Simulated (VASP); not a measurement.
Level of theory: r2SCAN meta-GGA, VASP's PBE PAW potentials (set 64) (plane waves; VASP).

The input files of a VASP run:

### KPOINTS
```
Automatic
0
G
6 6 6
0 0 0
```

**POSCAR**
```
SiNi
1
    4.4720624883    -0.0000000000    -0.0000000000
    0.0000000000     4.4720624883    -0.0000000000
   -0.0000000000     0.0000000000     4.4720624883
Si Ni
4 4
Direct
  0.6532436025   0.1532436025   0.3467563975
  0.8467563975   0.8467563975   0.8467563975
  0.1532436025   0.3467563975   0.6532436025
  0.3467563975   0.6532436025   0.1532436025
  0.3505604576   0.8505604576   0.6494395424
  0.1494395424   0.1494395424   0.1494395424
  0.8505604576   0.6494395424   0.3505604576
  0.6494395424   0.3505604576   0.8505604576
```

### INCAR
```
SYSTEM = SiNi
PREC = Accurate
ENCUT = 400
EDIFF = 1E-6
NELM = 100
ALGO = Normal
LREAL = .FALSE.
LASPH = .TRUE.
ISMEAR = 1
SIGMA = 0.1
METAGGA = R2SCAN
LMIXTAU = .TRUE.
LMAXMIX = 4
LWAVE = .FALSE.
LCHARG = .FALSE.
IBRION = 2
ISIF = 3
NSW = 60
EDIFFG = -0.02
```

POTCAR, in this order: Si Ni (PBE.64 set). Program: vasp_std.

What VASP printed:

File OSZICAR:
```
       N       E                     dE             d eps       ncg     rms          rms(c)
DAV:   1     0.295287630395E+03    0.29529E+03   -0.21561E+04  1584   0.174E+03
DAV:   2    -0.692227784488E+02   -0.36451E+03   -0.35714E+03  1584   0.384E+02
DAV:   3    -0.965791704117E+02   -0.27356E+02   -0.26841E+02  1769   0.129E+02
DAV:   4    -0.976636810225E+02   -0.10845E+01   -0.10704E+01  1998   0.227E+01
DAV:   5    -0.977042237864E+02   -0.40543E-01   -0.40500E-01  2066   0.411E+00    0.270E+01
DAV:   6    -0.964520104627E+02    0.12522E+01   -0.15966E+02  1977   0.170E+02    0.304E+01
DAV:   7    -0.856489837100E+02    0.10803E+02   -0.42291E+01  1894   0.105E+02    0.832E+00
DAV:   8    -0.860085530127E+02   -0.35957E+00   -0.71375E+00  2362   0.218E+01    0.498E+00
DAV:   9    -0.858391927583E+02    0.16936E+00   -0.77127E-01  2254   0.120E+01    0.947E-01
DAV:  10    -0.858430332296E+02   -0.38405E-02   -0.88117E-02  2413   0.298E+00    0.285E-01
DAV:  11    -0.858401130725E+02    0.29202E-02   -0.29931E-02  1789   0.185E+00    0.300E-01
DAV:  12    -0.858452206686E+02   -0.51076E-02   -0.11481E-02  1833   0.126E+00    0.503E-02
DAV:  13    -0.858452698718E+02   -0.49203E-04   -0.69684E-04  2494   0.242E-01    0.583E-02
DAV:  14    -0.858452160069E+02    0.53865E-04   -0.16746E-04  2055   0.118E-01    0.292E-02
DAV:  15    -0.858452539893E+02   -0.37982E-04   -0.72290E-05  2267   0.998E-02    0.115E-02
DAV:  16    -0.858452641263E+02   -0.10137E-04   -0.14153E-05  1668   0.285E-02    0.345E-03
DAV:  17    -0.858452653748E+02   -0.12485E-05   -0.12256E-06   925   0.963E-03    0.219E-03
DAV:  18    -0.858452654978E+02   -0.12303E-06   -0.38694E-07   885   0.837E-03
   1 F= -.85845265E+02 E0= -.85845542E+02  d E =-.858453E+02
       N       E                     dE             d eps       ncg     rms          rms(c)
DAV:   1    -0.860280893091E+02   -0.18282E+00   -0.24438E+00  1647   0.206E+01    0.385E+00
DAV:   2    -0.860901668436E+02   -0.62078E-01   -0.35931E+00  1893   0.271E+01    0.371E+00
DAV:   3    -0.858476149506E+02    0.24255E+00   -0.11887E+00  1867   0.165E+01    0.600E-01
DAV:   4    -0.858476899813E+02   -0.75031E-04   -0.61351E-02  1852   0.139E+00    0.414E-01
DAV:   5    -0.858452915300E+02    0.23985E-02   -0.69455E-03  2252   0.117E+00    0.138E-01
DAV:   6    -0.858452615244E+02    0.30006E-04   -0.70243E-04  2445   0.219E-01    0.607E-02
DAV:   7    -0.858452245566E+02    0.36968E-04   -0.12709E-04  1963   0.841E-02    0.122E-02
DAV:   8    -0.858452363981E+02   -0.11842E-04   -0.72621E-05  1800   0.762E-02    0.136E-02
DAV:   9    -0.858452377676E+02   -0.13695E-05   -0.16957E-05  1819   0.540E-02    0.569E-03
DAV:  10    -0.858452364242E+02    0.13434E-05   -0.10890E-06   950   0.822E-03    0.327E-03
DAV:  11    -0.858452360573E+02    0.36686E-06   -0.69324E-07   880   0.109E-02
   2 F= -.85845236E+02 E0= -.85845449E+02  d E =0.294405E-04
       N       E                     dE             d eps       ncg     rms          rms(c)
DAV:   1    -0.858940836610E+02   -0.48847E-01   -0.61496E-01  1646   0.104E+01    0.191E+00
DAV:   2    -0.859096201376E+02   -0.15536E-01   -0.90071E-01  1958   0.137E+01    0.186E+00
DAV:   3    -0.858492477239E+02    0.60372E-01   -0.30762E-01  1946   0.809E+00    0.331E-01
DAV:   4    -0.858486337249E+02    0.61400E-03   -0.10670E-02  1609   0.569E-01    0.139E-01
DAV:   5    -0.858482647669E+02    0.36896E-03   -0.11408E-03  2199   0.416E-01    0.508E-02
DAV:   6    -0.858482589044E+02    0.58624E-05   -0.15038E-04  2311   0.105E-01    0.215E-02
DAV:   7    -0.858482714724E+02   -0.12568E-04   -0.47111E-05  1843   0.437E-02    0.681E-03
DAV:   8    -0.858482718302E+02   -0.35776E-06   -0.13961E-05  1665   0.294E-02    0.645E-03
DAV:   9    -0.858482755220E+02   -0.36918E-05   -0.21132E-06  1091   0.156E-02    0.335E-03
DAV:  10    -0.858482767117E+02   -0.11897E-05   -0.50236E-07   866   0.730E-03    0.308E-03
DAV:  11    -0.858482773627E+02   -0.65107E-06   -0.61746E-07   846   0.112E-02
   3 F= -.85848277E+02 E0= -.85848521E+02  d E =-.301186E-02
       N       E                     dE             d eps       ncg     rms          rms(c)
DAV:   1    -0.858482939437E+02   -0.17232E-04   -0.23792E-04  1645   0.206E-01    0.380E-02
DAV:   2    -0.858483014302E+02   -0.74866E-05   -0.35308E-04  1942   0.270E-01    0.370E-02
DAV:   3    -0.858482770924E+02    0.24338E-04   -0.12009E-04  1931   0.161E-01    0.638E-03
DAV:   4    -0.858482771784E+02   -0.86000E-07   -0.46911E-06  1556   0.117E-02
   4 F= -.85848277E+02 E0= -.85848520E+02  d E =-.301168E-02
       N       E                     dE             d eps       ncg     rms          rms(c)
DAV:   1    -0.858585002316E+02   -0.10223E-01   -0.14688E-01  1645   0.507E+00    0.941E-01
DAV:   2    -0.858623180480E+02   -0.38178E-02   -0.21662E-01  1941   0.669E+00    0.914E-01
DAV:   3    -0.858477018282E+02    0.14616E-01   -0.73113E-02  1923   0.401E+00    0.154E-01
DAV:   4    -0.858476220272E+02    0.79801E-04   -0.30015E-03  1733   0.296E-01    0.829E-02
DAV:   5    -0.858475050770E+02    0.11695E-03   -0.32279E-04  2195   0.239E-01    0.317E-02
DAV:   6    -0.858475009923E+02    0.40847E-05   -0.36178E-05  2404   0.510E-02    0.152E-02
DAV:   7    -0.858474954154E+02    0.55769E-05   -0.14524E-05  2251   0.340E-02    0.268E-03
DAV:   8    -0.858474955342E+02   -0.11875E-06   -0.34636E-06  1264   0.155E-02
   5 F= -.85847496E+02 E0= -.85847723E+02  d E =-.223004E-02
       N       E                     dE             d eps       ncg     rms          rms(c)
DAV:   1    -0.858575603937E+02   -0.10065E-01   -0.12381E-01  1645   0.466E+00    0.862E-01
DAV:   2    -0.858607525848E+02   -0.31922E-02   -0.18287E-01  1949   0.616E+00    0.841E-01
DAV:   3    -0.858484597330E+02    0.12293E-01   -0.62376E-02  1937   0.366E+00    0.146E-01
DAV:   4    -0.858483417377E+02    0.11800E-03   -0.22337E-03  1633   0.256E-01    0.659E-02
DAV:   5    -0.858482634213E+02    0.78316E-04   -0.22890E-04  2191   0.191E-01    0.257E-02
DAV:   6    -0.858482622770E+02    0.11443E-05   -0.29069E-05  2370   0.466E-02    0.115E-02
DAV:   7    -0.858482652468E+02   -0.29698E-05   -0.11692E-05  1916   0.254E-02    0.272E-03
DAV:   8    -0.858482657921E+02   -0.54524E-06   -0.31111E-06  1229   0.143E-02
   6 F= -.85848266E+02 E0= -.85848507E+02  d E =-.300029E-02
       N       E                     dE             d eps       ncg     rms          rms(c)
DAV:   1    -0.858484260353E+02   -0.16079E-03   -0.45486E-02  1588   0.119E+00    0.259E-02
DAV:   2    -0.858484782187E+02   -0.52183E-04   -0.42400E-04  1930   0.186E-01    0.152E-02
DAV:   3    -0.858484842369E+02   -0.60181E-05   -0.35826E-05  1823   0.504E-02    0.114E-02
DAV:   4    -0.858484839287E+02    0.30819E-06   -0.12470E-05  1993   0.450E-02    0.859E-03
DAV:   5    -0.858484826345E+02    0.12941E-05   -0.49506E-06  1289   0.329E-02    0.112E-03
DAV:   6    -0.858484829949E+02   -0.36037E-06   -0.10198E-06   842   0.622E-03
   7 F= -.85848483E+02 E0= -.85848721E+02  d E =-.217203E-03
       N       E                     dE             d eps       ncg     rms          rms(c)
DAV:   1    -0.858484752099E+02    0.74246E-05   -0.13412E-01  1588   0.204E+00    0.453E-02
DAV:   2    -0.858486269850E+02   -0.15178E-03   -0.12345E-03  1914   0.317E-01    0.264E-02
DAV:   3    -0.858486462389E+02   -0.19254E-04   -0.11549E-04  1830   0.103E-01    0.210E-02
DAV:   4    -0.858486434104E+02    0.28285E-05   -0.41740E-05  2037   0.899E-02    0.152E-02
DAV:   5    -0.858486401639E+02    0.32465E-05   -0.15985E-05  1973   0.534E-02    0.347E-03
DAV:   6    -0.858486410296E+02   -0.86571E-06   -0.33166E-06  1198   0.139E-02
   8 F= -.85848641E+02 E0= -.85848872E+02  d E =-.375238E-03
```

File OUTCAR:
```
------------------------ aborting loop because EDIFF is reached ----------------------------------------
  FORCE on cell =-STRESS in cart. coord.  units (eV):
  Direction    XX          YY          ZZ          XY          YZ          ZX
  --------------------------------------------------------------------------------------
  Total        0.0718140      0.0718140      0.0718140     -0.0000000      0.0000000     -0.0000000
  in kB        1.2960565      1.2960565      1.2960565     -0.0000000      0.0000000     -0.0000000
  external PRESSURE =       1.2960565 kB  Pullay stress =       0.0000000 kB
  volume of cell :       88.78
      direct lattice vectors                 reciprocal lattice vectors
     4.460996984  0.000000000 -0.000000000     0.224165137  0.000000000 -0.000000000
    -0.000000000  4.460996984  0.000000000    -0.000000000  0.224165137 -0.000000000
     0.000000000  0.000000000  4.460996984     0.000000000 -0.000000000  0.224165137
 POSITION                                       TOTAL-FORCE (eV/Angst)
 -----------------------------------------------------------------------------------
      2.91271      0.68221      1.54828         0.006361      0.006361     -0.006361
      3.77878      3.77878      3.77878        -0.006361     -0.006361     -0.006361
      0.68221      1.54828      2.91271         0.006361     -0.006361      0.006361
      1.54828      2.91271      0.68221        -0.006361      0.006361      0.006361
      1.56699      3.79749      2.89401         0.002848      0.002848     -0.002848
      0.66351      0.66351      0.66351        -0.002848     -0.002848     -0.002848
      3.79749      2.89401      1.56699         0.002848     -0.002848      0.002848
      2.89401      1.56699      3.79749        -0.002848      0.002848      0.002848
 -----------------------------------------------------------------------------------
    total drift:                                0.000000      0.000000      0.000000
  FREE ENERGIE OF THE ION-ELECTRON SYSTEM (eV)
  ---------------------------------------------------
  free  energy   TOTEN  =       -85.8486410296 eV

  energy  without entropy=      -85.8493343830  energy(sigma->0) =      -85.84887215

 reached required accuracy - stopping structural energy minimisation
```
(Selected blocks of OUTCAR.)

CONTCAR:
```
SiNi
   1.00000000000000
     4.4609969839970791    0.0000000000000000   -0.0000000000000000
    -0.0000000000000000    4.4609969839970791    0.0000000000000000
     0.0000000000000000    0.0000000000000000    4.4609969839970791
  Si              Ni
     4     4
Direct
     0.6529285216632633    0.1529285216632632    0.3470714783367368
     0.8470714783367367    0.8470714783367367    0.8470714783367367
     0.1529285216632632    0.3470714783367368    0.6529285216632633
     0.3470714783367368    0.6529285216632633    0.1529285216632632
     0.3512647295472913    0.8512647295472912    0.6487352704527088
     0.1487352704527088    0.1487352704527088    0.1487352704527088
     0.8512647295472912    0.6487352704527088    0.3512647295472913
     0.6487352704527088    0.3512647295472913    0.8512647295472912
```

The structure comes from a computed database's SiNi entry (P2_13); how it stands against other phases isn't given here. This run relaxes it. Symmetry was kept, so distortions that lower it aren't found. The start is the result of an earlier pass. The run is not spin-polarised, so no magnetic state was tried.
